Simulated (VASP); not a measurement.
**Cd2TeSe (space group P-4m2): computed properties**

All values below come from LDA (Ceperley-Alder, Perdew-Zunger), VASP's LDA PAW potentials (set 64) (plane waves; VASP).

```
Property                                                                                                             Value
-----------------------------------------------  -------------------------------------------------------------------------
space group                                                                                                    P-4m2 (115)
cell                                             a = 4.400 Å, b = 4.400 Å, c = 6.176 Å, α = 90.00°, β = 90.00°, γ = 90.00°
volume per atom                                                                                              29.90 Å³/atom
band gap (over mesh and band path)                                                                                 0.38 eV
smallest direct gap (over mesh and band path)                                                                      0.38 eV
band-edge character without spin-orbit coupling                                                             direct, Γ to Γ
band gap with spin-orbit coupling                                                                                  0.15 eV
density                                                                                                         5.99 g/cm³
optical Γ-point spectrum                                                   35 (×2), 139, 149, 158 (×2), 169, 180 (×2) cm⁻¹
```

```xyz
4
Lattice="4.4003 0.0000 0.0000 0.0000 4.4003 0.0000 0.0000 0.0000 6.1761" Properties=species:S:1:pos:R:3 pbc="T T T"
Cd     2.2002     4.4003     4.7399
Cd     4.4003     2.2002     1.4363
Te     4.4003     4.4003     3.0881
Se     2.2002     2.2002     0.0000
```

Unless said otherwise, spin-orbit coupling is left out, though it shifts the bands of the heavy elements here.

The structure comes from a computed database's Cd2TeSe entry (P-4m2); how it stands against other phases isn't given here. It was relaxed first, which changed the volume by -7 %. Symmetry was kept, so distortions that lower it aren't found.
